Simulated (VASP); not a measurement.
# Al18NO: single point with PBE

The system is Al18NO, a slab with vacuum.

```
Al N O
1.0
    12.15000    0.00000    0.00000
     0.00000    5.72757    0.00000
     0.00000    0.00000   15.86378
Al N O
18 1 1
Direct
  0.00000 0.00000 0.06304
  0.33333 0.00000 0.06304
  0.66667 0.00000 0.06304
  0.00000 0.50000 0.06304
  0.33333 0.50000 0.06304
  0.66667 0.50000 0.06304
  0.17487 0.31300 0.15180
  0.48435 0.23008 0.14649
  0.86115 0.27038 0.15739
  0.18036 0.79528 0.16429
  0.48250 0.72994 0.16913
  0.83458 0.76081 0.13966
  0.02220 0.98366 0.23063
  0.34438 0.06898 0.25531
  0.66867 0.97891 0.24739
  0.01446 0.50973 0.24207
  0.31133 0.57609 0.26324
  0.64261 0.52235 0.24364
  0.92476 0.24468 0.26245
  0.68027 0.26762 0.29337
```

The cell was built by a generator and needn't be a form met in nature.

* Program: VASP 6.6.1
* Task: single point
* Functional: PBE
* Potentials or basis: VASP PAW PBE potentials, release 64 (Al, N, O)
* Cutoff: 520 eV
* k mesh: 1 × 2 × 1
* Occupations: fermi-dirac, width 0.15 eV
* Spin: no spin polarisation
* Dipole correction: no
* Further INCAR settings: LREAL = Auto; ALGO = Normal; EDIFF = 1e-07; NBANDS = 48

```json
{"Largest force": "2.355 eV/Å", "Band gap on the k mesh": "none (metal or under the smearing width)"}
```

Forces in eV/Å, atoms in the order of the input:
```
Al   0.240 -0.540 -0.655
Al  -0.284 -0.156 -0.495
Al   0.030 -0.049  0.262
Al   0.202  0.854 -0.551
Al   0.103  0.441 -0.517
Al   0.010  0.082  0.245
Al   0.240 -0.731  0.361
Al   0.903  0.314  0.074
Al  -1.337 -0.418 -0.283
Al   0.177  0.038 -0.556
Al   0.277  0.415  0.036
Al  -0.158 -0.065  0.044
Al  -1.747  0.784  1.372
Al  -0.548 -0.172  0.406
Al   0.025  0.730  0.316
Al  -0.337  0.424  0.524
Al   0.481 -0.619  0.391
Al   0.456  0.341  0.204
N    1.692 -0.350 -0.670
O   -0.426 -1.323 -0.508
```

Levels at points of the mesh, in eV from the Fermi level:
```tsv
k point	band 30	band 31	band 32	band 33	band 34	band 35
(0.00, 0.00, 0.00)	-1.04	-0.96	-0.91	-0.46	-0.12	0.33
(0.00, 0.50, 0.00)	-0.35	-0.13	0.00	0.20	0.53	0.72
```

Run time: 5 min on 1 thread of Intel(R) Xeon(R) Platinum 8259CL CPU @ 2.50GHz (Skylake/Cascade Lake), with other jobs on the host, peak memory 0.96 GiB.

Caveat: the k mesh is coarse (spacing up to 0.55 Å⁻¹), so the values aren't converged; an odd number of electrons without spin polarisation forces a metal; a magnetic or distorted state may lie lower.
